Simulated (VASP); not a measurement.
# A VASP study of PIr2 (optB86b-vdW): structure first, properties next

Wanted: the relaxed cell of PIr2 and its properties. The steps: full relaxation (optB86b-vdW), second relaxation, single point with fields (optB86b-vdW), bands along the symmetry lines (optB86b-vdW), density of states (optB86b-vdW), volume scan with optB86b-vdW, fit for optB86b-vdW and independent-particle dielectric function (optB86b-vdW). The start is a cell from a database of measured crystal structures.

Method: optB86b-vdW; plane waves and PAW (P, Ir), in VASP 6.6.1.

## Step 1: The structure

Before any relaxation, the start is as follows. The structure is cubic, space group Fm-3m (No. 225). The conventional cell has a = 5.535 Å, b = 5.535 Å, c = 5.535 Å, α = 90.00°, β = 90.00°, γ = 90.00°. Nearest to P lie 8 Ir at 2.40 Å. Ir has 4 P at 2.40 Å nearest. Farther neighbours are not listed.

## Step 2: Full relaxation (optB86b-vdW)

The start need not lie at this functional's minimum. ISIF = 3 frees volume, shape and positions, and EDIFFG sets the threshold on forces and stress at which the search stops. optB86b-vdW pairs nonlocal correlation with a less repulsive exchange of B86b form. LUSE_VDW switches on a nonlocal correlation term for dispersion.

The input, INCAR:

```
SYSTEM = PIr2
PREC = Accurate
ENCUT = 400
EDIFF = 1E-06
NELM = 100
ISMEAR = 0
SIGMA = 0.05
LREAL = .FALSE.
ALGO = Normal
GGA = MK
AGGAC = 0
LUSE_VDW = .TRUE.
PARAM1 = 0.1234
PARAM2 = 1
LASPH = .TRUE.
NBANDS = 17
LORBIT = 11
LWAVE = .FALSE.
LCHARG = .FALSE.
KPAR = 2
IBRION = 2
NSW = 60
ISIF = 3
EDIFFG = -0.01
```

The input, POSCAR:

```
PIr2
1.0
    0.0000000000      2.7675000000      2.7675000000
    2.7675000000      0.0000000000      2.7675000000
    2.7675000000      2.7675000000      0.0000000000
P Ir
1 2
Direct
    0.0000000000      0.0000000000      0.0000000000
    0.2500000000      0.2500000000      0.2500000000
    0.7500000000      0.7500000000      0.7500000000
```

The input, KPOINTS:

```
Automatic mesh
0
Gamma
7 7 7
0 0 0
```

Potentials, in the order of the species: P and Ir (PBE family, release 64).

Run with:

```bash
mpirun -np 2 vasp_std
```

Log:

```text
[banner, memory and clock lines left out]
running    2 mpi-ranks, on    1 nodes
 distrk:  each k-point on    1 cores,    2 groups
 distr:  one band on    1 cores,    1 groups

 POSCAR found type information on POSCAR P Ir
 POSCAR found :  2 types and       3 ions
|                                                                             |
|               ----> ADVICE to this user running VASP <----                  |
|                                                                             |
|     You have switched on vdW-DFT.                                           |
|     This routine was written and supplied by Jiri Klimes. We recommend      |
|     that you carefully read and cite the following publications:            |
|       J. Klimes, D.R. Bowler, A. Michelides                                 |
|          J. Phys.: Cond Matt. 22 022201 (2010)                              |
|       J. Klimes, D.R. Bowler, A. Michelides                                 |
|          Phys. Rev. B. 83, 195131 (2011)                                    |
|     and references therein.                                                 |
|                                                                             |

|                                                                             |
|               ----> ADVICE to this user running VASP <----                  |
|                                                                             |
|     You enforced a specific xc type in the INCAR file but a different       |
|     [... a line on the potential file left out ...]
|     I HOPE YOU KNOW WHAT YOU ARE DOING!                                     |
|                                                                             |

 LDA part: xc-table for (Slater+PW92), standard interpolation
 POSCAR, INCAR and KPOINTS ok, starting setup
 FFT: planning ... GRIDC
 FFT: planning ... GRID_SOFT
 FFT: planning ... GRID
 WAVECAR not read
 entering main loop
       N       E                     dE             d eps       ncg     rms          rms(c)
DAV:   1     0.166755796985E+03    0.16676E+03   -0.88328E+03   680   0.102E+03
DAV:   2    -0.109584475813E+02   -0.17771E+03   -0.16946E+03   682   0.323E+02
DAV:   3    -0.192591679070E+02   -0.83007E+01   -0.81769E+01   910   0.709E+01
DAV:   4    -0.193857562222E+02   -0.12659E+00   -0.12644E+00   816   0.929E+00
DAV:   5    -0.193887314872E+02   -0.29753E-02   -0.29746E-02   963   0.130E+00    0.241E+01
DAV:   6    -0.184507431253E+02    0.93799E+00   -0.28022E+00   993   0.185E+01    0.943E+00
DAV:   7    -0.183763792041E+02    0.74364E-01   -0.91404E-02   767   0.231E+00    0.467E+00
DAV:   8    -0.183535691639E+02    0.22810E-01   -0.28604E-02   816   0.102E+00    0.657E-01
DAV:   9    -0.183530975972E+02    0.47157E-03   -0.22317E-03   793   0.353E-01    0.352E-01
DAV:  10    -0.183530582463E+02    0.39351E-04   -0.44311E-04   929   0.207E-01    0.542E-02
DAV:  11    -0.183530434990E+02    0.14747E-04   -0.45540E-05   812   0.660E-02    0.291E-02
DAV:  12    -0.183530433962E+02    0.10281E-06   -0.41134E-06   879   0.134E-02
   1 F= -.18353043E+02 E0= -.18352067E+02  d E =-.183530E+02
 curvature:   0.00 expect dE= 0.000E+00 dE for cont linesearch  0.000E+00
 trial: gam= 0.00000 g(F)=  0.156E-49 g(S)=  0.165E+00 ort = 0.000E+00 (trialstep = 0.100E+01)
 search vector abs. value=  0.165E+00
 bond charge predicted
       N       E                     dE             d eps       ncg     rms          rms(c)
DAV:   1    -0.193011676293E+02   -0.94812E+00   -0.30237E+01   695   0.672E+01    0.739E+00
DAV:   2    -0.182944734155E+02    0.10067E+01   -0.34957E+00   743   0.218E+01    0.314E+00
DAV:   3    -0.182350857705E+02    0.59388E-01   -0.12014E-01   738   0.251E+00    0.205E+00
DAV:   4    -0.182224371992E+02    0.12649E-01   -0.68125E-02   724   0.148E+00    0.478E-01
DAV:   5    -0.182220474370E+02    0.38976E-03   -0.81560E-03   837   0.733E-01    0.267E-01
DAV:   6    -0.182219535410E+02    0.93896E-04   -0.15466E-03   911   0.443E-01    0.108E-01
DAV:   7    -0.182219687565E+02   -0.15215E-04   -0.17364E-04   888   0.113E-01    0.497E-02
DAV:   8    -0.182219666517E+02    0.21048E-05   -0.25070E-05   732   0.297E-02    0.128E-02
DAV:   9    -0.182219654501E+02    0.12017E-05   -0.26356E-06   681   0.130E-02    0.619E-03
DAV:  10    -0.182219653931E+02    0.56991E-07   -0.78776E-07   386   0.602E-03
   2 F= -.18221965E+02 E0= -.18220494E+02  d E =0.131078E+00
[...]
3 F= -.18374033E+02 E0= -.18372910E+02  d E =-.209893E-01
 curvature:  -0.14 expect dE=-0.125E-04 dE for cont linesearch -0.125E-04
 ZBRENT: interpolating
 opt :   0.2603  next Energy=   -18.374044 (dE=-0.210E-01)
 bond charge predicted
       N       E                     dE             d eps       ncg     rms          rms(c)
DAV:   1    -0.183740833656E+02   -0.50157E-04   -0.10910E-03   697   0.409E-01    0.579E-02
DAV:   2    -0.183740479422E+02    0.35423E-04   -0.11342E-04   769   0.126E-01    0.124E-02
DAV:   3    -0.183740461550E+02    0.17872E-05   -0.36845E-06   708   0.143E-02    0.781E-03
DAV:   4    -0.183740460708E+02    0.84197E-07   -0.19018E-06   627   0.781E-03
   4 F= -.18374046E+02 E0= -.18372928E+02  d E =-.210027E-01
 curvature:  -0.13 expect dE=-0.873E-07 dE for cont linesearch -0.873E-07
 trial: gam= 0.00000 g(F)=  0.431E-49 g(S)=  0.671E-06 ort =-0.332E-03 (trialstep = 0.852E+00)
 search vector abs. value=  0.671E-06
 reached required accuracy - stopping structural energy minimisation
```

Run time: 1.7 min. Hardware: 2 MPI ranks of AMD EPYC 7R43, shared host; peak memory 0.58 GiB; 3.4 min of CPU time.

Lines that name or quote the potential files are left out of all logs, and their timing lines are given in words.

Parts of OUTCAR (step 2):

```text
ion  position               nearest neighbor table
   1  0.000  0.000  0.000-   3 2.40   3 2.40   3 2.40   2 2.40   3 2.40   2 2.40   2 2.40   2 2.40

  LATTYP: Found a face centered cubic cell.
 ALAT       =     5.5350000000

 Subroutine GETGRP returns: Found 48 space group operations
 (whereof 48 operations were pure point group operations)

The static configuration has the point symmetry O_h .

 Found     20 irreducible k-points:

   k-points           NKPTS =     20   k-points in BZ     NKDIM =     20   number of bands    NBANDS=     17

   dimension x,y,z NGX =    28 NGY =   28 NGZ =   28
   dimension x,y,z NGXF=    56 NGYF=   56 NGZF=   56

   ENCUT  =  400.0 eV  29.40 Ry    5.42 a.u.   6.38  6.38  6.38*2*pi/ulx,y,z

   NELECT =      23.0000    total number of electrons

 k-points in reciprocal lattice and weights: Automatic mesh
   0.00000000  0.00000000  0.00000000       0.003
   0.14285714  0.00000000  0.00000000       0.023
   0.28571429  0.00000000  0.00000000       0.023
   0.42857143  0.00000000  0.00000000       0.023
   0.14285714  0.14285714  0.00000000       0.017
   0.28571429  0.14285714  0.00000000       0.070
   0.42857143  0.14285714  0.00000000       0.070
  -0.42857143  0.14285714  0.00000000       0.070
  -0.28571429  0.14285714  0.00000000       0.070
[...]
-0.42857143  0.42857143  0.14285714       0.070
  -0.28571429  0.42857143  0.14285714       0.070

 average (electrostatic) potential at core
       1 -80.6634       2 -48.8585       3 -48.8585

 E-fermi :   9.3686

 k-point     1 :       0.0000    0.0000    0.0000
  band No.  band energies     occupation
    ...
      5       3.7996      2.00000
      6       3.7996      2.00000
      7       8.9809      2.00000
      8       8.9809      2.00000
      9       8.9809      2.00000
     10       9.9158      0.00000
     11      11.0670      0.00000
     12      11.0670      0.00000
     13      13.8321      0.00000
     14      13.8321      0.00000
    ...

 k-point     2 :       0.1429    0.0000    0.0000
  band No.  band energies     occupation
    ...
      5       4.0204      2.00000
      6       4.0204      2.00000
      7       8.4743      2.00000
      8       8.6489      2.00000
      9       8.6489      2.00000
     10      10.1889      0.00000
     11      10.1889      0.00000
     12      10.5263      0.00000
     13      12.1327      0.00000
     14      13.6973      0.00000
    ...

 k-point     3 :       0.2857    0.0000    0.0000
  band No.  band energies     occupation
    ...
      8       7.7807      2.00000
      9       7.7807      2.00000
     10       8.7214      2.00000
     11       8.7214      2.00000
     12       9.3283      1.74658
     13      11.9643      0.00000
     14      13.7186      0.00000
     15      13.7186      0.00000
     16      15.6995      0.00000
     17      16.9998      0.00000

Total vdW correction in eV:      2.8062807

  Total       -0.0037292     -0.0037292     -0.0037292     -0.0000000      0.0000000     -0.0000000
  in kB       -0.1377218     -0.1377218     -0.1377218     -0.0000000      0.0000000     -0.0000000
  external PRESSURE =      -0.1377218 kB  Pullay stress =       0.0000000 kB

  energy-cutoff  :      400.00
  volume of cell :       43.38
      direct lattice vectors                 reciprocal lattice vectors
    -0.000000000  2.788898121  2.788898121    -0.179282275  0.179282275  0.179282275
     2.788898121 -0.000000000  2.788898121     0.179282275 -0.179282275  0.179282275
     2.788898121  2.788898121 -0.000000000     0.179282275  0.179282275 -0.179282275

 POSITION                                       TOTAL-FORCE (eV/Angst)
 -----------------------------------------------------------------------------------
      0.00000      0.00000      0.00000        -0.000000     -0.000000      0.000000
      1.39445      1.39445      1.39445        -0.000000      0.000000     -0.000000
      4.18335      4.18335      4.18335         0.000000     -0.000000      0.000000
 -----------------------------------------------------------------------------------
    total drift:                                0.000000      0.000000     -0.000000

  FREE ENERGIE OF THE ION-ELECTRON SYSTEM (eV)
  ---------------------------------------------------
  free  energy   TOTEN  =       -18.3740460708 eV

  energy  without entropy=      -18.3718092339  energy(sigma->0) =      -18.37292765

Total vdW correction in eV:      2.8062721

 reached required accuracy - stopping structural energy minimisation

 total charge
# of ion       s       p       d       tot
------------------------------------------
    1        0.953   1.386   0.000   2.339
    2        0.618   0.675   7.248   8.541
    3        0.618   0.675   7.248   8.541
--------------------------------------------------
tot          2.189   2.735  14.495  19.420

[... 3 further parts left out ...]
```

CONTCAR:

```
PIr2
   1.00000000000000
    -0.0000000000000000    2.7888981210750847    2.7888981210750847
     2.7888981210750847   -0.0000000000000000    2.7888981210750847
     2.7888981210750847    2.7888981210750847   -0.0000000000000000
  P               Ir
     1     2
Direct
     0.0000000000000000    0.0000000000000000    0.0000000000000000
     0.2500000000000000    0.2500000000000000    0.2500000000000000
     0.7500000000000000    0.7500000000000000    0.7500000000000000
```

This run has no spin polarisation. Its electron count is odd, so without a moment it is a metal by construction. The k-mesh is coarse for a metal. The PAW data sets were made with PBE, which is usual practice but a small mismatch for other functionals. The run keeps the 48 symmetry operations of its start, so it cannot find a distortion of lower symmetry.

The steps of the relaxation:

```
step  energy less that of the first step (eV)  largest force (eV/Å)  pressure (GPa)  volume (Å³)
   1                                   0.0000                0.0000            6.98        42.39
   2                                   0.1311                0.0000          -15.72        46.28
   3                                  -0.0210                0.0000           -0.16        43.41
   4                                  -0.0210                0.0000           -0.01        43.38
```

| conventional cell, symmetrised | before | after | change |
| --- | --- | --- | --- |
| a (Å) | 5.535 | 5.578 | +0.8 % |
| b (Å) | 5.535 | 5.578 | +0.8 % |
| c (Å) | 5.535 | 5.578 | +0.8 % |
| volume (Å³/atom) | 14.13 | 14.46 | +2.3 % |

The relaxed structure:

```cif
data_structure
_symmetry_space_group_name_H-M 'P 1'
_symmetry_Int_Tables_number 1
_cell_length_a 3.9441
_cell_length_b 3.9441
_cell_length_c 3.9441
_cell_angle_alpha 60.000
_cell_angle_beta 60.000
_cell_angle_gamma 60.000
_cell_volume 43.38
loop_
_atom_site_label
_atom_site_type_symbol
_atom_site_fract_x
_atom_site_fract_y
_atom_site_fract_z
_atom_site_occupancy
P1 P 0.00000 0.00000 0.00000 1
Ir2 Ir 0.25000 0.25000 0.25000 1
Ir3 Ir 0.75000 0.75000 0.75000 1
```

This step gave:

```
electrons                       : 23
bands                           : 17
irreducible k points            : 20
symmetry operations             : 48
free energy (TOTEN)             : -18.37 eV
energy at zero smearing         : -18.37 eV
Fermi energy                    : 9.369 eV
pressure                        : -0.01377 GPa
metallic                        : yes
SCF cycles over all ionic steps : 35
```

It ends with forces that vanish by symmetry and a pressure of -0.01 GPa. The volume lies +2.3 % from that of the database's start.

## Step 3: Second relaxation

The basis stayed that of the start cell while the cell moved. A rerun from the cell reached resets it; the error of the finite cutoff stays.

INCAR is that of step 2.

The input, POSCAR:

```
PIr2
1.0
    0.0000000000      2.7888981211      2.7888981211
    2.7888981211      0.0000000000      2.7888981211
    2.7888981211      2.7888981211      0.0000000000
P Ir
1 2
Direct
    0.0000000000      0.0000000000      0.0000000000
    0.2500000000      0.2500000000      0.2500000000
    0.7500000000      0.7500000000      0.7500000000
```

KPOINTS is that of step 2.

Run with:

```bash
mpirun -np 2 vasp_std
```

Log:

```text
[banner, memory and clock lines left out]
running    2 mpi-ranks, on    1 nodes
 distrk:  each k-point on    1 cores,    2 groups
 distr:  one band on    1 cores,    1 groups

 POSCAR found type information on POSCAR P Ir
 POSCAR found :  2 types and       3 ions
 [... a notice as in an earlier step ...]

 [... a notice as in an earlier step ...]

 LDA part: xc-table for (Slater+PW92), standard interpolation
 POSCAR, INCAR and KPOINTS ok, starting setup
 FFT: planning ... GRIDC
 FFT: planning ... GRID_SOFT
 FFT: planning ... GRID
 WAVECAR not read
 entering main loop
       N       E                     dE             d eps       ncg     rms          rms(c)
DAV:   1     0.165171661628E+03    0.16517E+03   -0.88491E+03   680   0.102E+03
DAV:   2    -0.108072182190E+02   -0.17598E+03   -0.16698E+03   683   0.320E+02
DAV:   3    -0.192506324937E+02   -0.84434E+01   -0.82955E+01   873   0.715E+01
DAV:   4    -0.193946213996E+02   -0.14399E+00   -0.14378E+00   934   0.952E+00
DAV:   5    -0.193971379862E+02   -0.25166E-02   -0.25155E-02   926   0.113E+00    0.227E+01
DAV:   6    -0.184658150354E+02    0.93132E+00   -0.28936E+00   968   0.186E+01    0.875E+00
DAV:   7    -0.183970460842E+02    0.68769E-01   -0.99331E-02   787   0.244E+00    0.451E+00
DAV:   8    -0.183748590598E+02    0.22187E-01   -0.32208E-02   836   0.110E+00    0.652E-01
DAV:   9    -0.183742326124E+02    0.62645E-03   -0.25399E-03   824   0.362E-01    0.356E-01
DAV:  10    -0.183741968630E+02    0.35749E-04   -0.50681E-04   900   0.220E-01    0.472E-02
DAV:  11    -0.183741850794E+02    0.11784E-04   -0.46520E-05   870   0.704E-02    0.291E-02
DAV:  12    -0.183741848343E+02    0.24511E-06   -0.40333E-06   866   0.146E-02
   1 F= -.18374185E+02 E0= -.18373066E+02  d E =-.183742E+02
 curvature:   0.00 expect dE= 0.000E+00 dE for cont linesearch  0.000E+00
 trial: gam= 0.00000 g(F)=  0.754E-49 g(S)=  0.487E-06 ort = 0.000E+00 (trialstep = 0.100E+01)
 search vector abs. value=  0.487E-06
 reached required accuracy - stopping structural energy minimisation
```

It took 30 s on 2 MPI ranks; peak memory 0.57 GiB.

Parts of OUTCAR (step 3):

```text
  LATTYP: Found a face centered cubic cell.
 ALAT       =     5.5777962422

The static configuration has the point symmetry O_h .

 Found     20 irreducible k-points:

   ENCUT  =  400.0 eV  29.40 Ry    5.42 a.u.   6.43  6.43  6.43*2*pi/ulx,y,z

   NELECT =      23.0000    total number of electrons

 E-fermi :   9.3687

 k-point     1 :       0.0000    0.0000    0.0000
  band No.  band energies     occupation
    ...
      5       3.7996      2.00000
      6       3.7996      2.00000
      7       8.9809      2.00000
      8       8.9810      2.00000
      9       8.9810      2.00000
     10       9.9159      0.00000
     11      11.0670      0.00000
     12      11.0670      0.00000
     13      13.8324      0.00000
     14      13.8324      0.00000
    ...

 k-point     2 :       0.1429    0.0000    0.0000
  band No.  band energies     occupation
    ...
      5       4.0204      2.00000
      6       4.0204      2.00000
      7       8.4744      2.00000
      8       8.6489      2.00000
      9       8.6489      2.00000
     10      10.1889      0.00000
     11      10.1889      0.00000
     12      10.5264      0.00000
     13      12.1328      0.00000
     14      13.6975      0.00000
    ...

Total vdW correction in eV:      2.8062643

  Total       -0.0031767     -0.0031767     -0.0031767      0.0000000      0.0000000      0.0000000
  in kB       -0.1173152     -0.1173152     -0.1173152      0.0000000      0.0000000      0.0000000
  external PRESSURE =      -0.1173152 kB  Pullay stress =       0.0000000 kB

  energy-cutoff  :      400.00
  volume of cell :       43.38
      direct lattice vectors                 reciprocal lattice vectors
     0.000000000  2.788898121  2.788898121    -0.179282275  0.179282275  0.179282275
     2.788898121  0.000000000  2.788898121     0.179282275 -0.179282275  0.179282275
     2.788898121  2.788898121  0.000000000     0.179282275  0.179282275 -0.179282275

 POSITION                                       TOTAL-FORCE (eV/Angst)
 -----------------------------------------------------------------------------------
      0.00000      0.00000      0.00000        -0.000000      0.000000      0.000000
      1.39445      1.39445      1.39445        -0.000000     -0.000000     -0.000000
      4.18335      4.18335      4.18335         0.000000      0.000000      0.000000
 -----------------------------------------------------------------------------------
    total drift:                                0.000000      0.000000     -0.000000

  FREE ENERGIE OF THE ION-ELECTRON SYSTEM (eV)
  ---------------------------------------------------
  free  energy   TOTEN  =       -18.3741848343 eV

  energy  without entropy=      -18.3719463380  energy(sigma->0) =      -18.37306559

Total vdW correction in eV:      2.8062821

 total charge
# of ion       s       p       d       tot
------------------------------------------
    1        0.953   1.386   0.000   2.338
    2        0.618   0.675   7.248   8.541
    3        0.618   0.675   7.248   8.541
--------------------------------------------------
tot          2.189   2.735  14.495  19.420

[... 5 parts as in an earlier step ...]

[... 6 further parts left out ...]
```

CONTCAR:

```
PIr2
   1.00000000000000
     0.0000000000000000    2.7888981210999999    2.7888981210999999
     2.7888981210999999    0.0000000000000000    2.7888981210999999
     2.7888981210999999    2.7888981210999999    0.0000000000000000
  P               Ir
     1     2
Direct
     0.0000000000000000    0.0000000000000000    0.0000000000000000
     0.2500000000000000    0.2500000000000000    0.2500000000000000
     0.7500000000000000    0.7500000000000000    0.7500000000000000
```

Little changed from the start: no atom moved by 0.005 Å and no cell edge by 0.1 %.

This step gave:

* pressure: -0.01173 GPa
* SCF cycles over all ionic steps: 12

It ends with forces that vanish by symmetry and a pressure of -0.01 GPa. The volume moved by under 0.01 %: the run met its threshold at the first step.

(Continued in part 2 of 4.)

[Lines on the potential files, build, host, timing and source positions are cut from VASP's logs without a mark.]

[Logs are printed without paths, hosts, clocks, repeated set-up lines and the standing remarks that a program may print on its own settings, such as how far it seeks lower states.]

[Hosts, paths, dates, database ids (printed as entryN), source tags and the programs' standing remarks are cut or masked in the printed files.]

[A measured line is paired with the nearest computed mode of its activity, which favours agreement.]
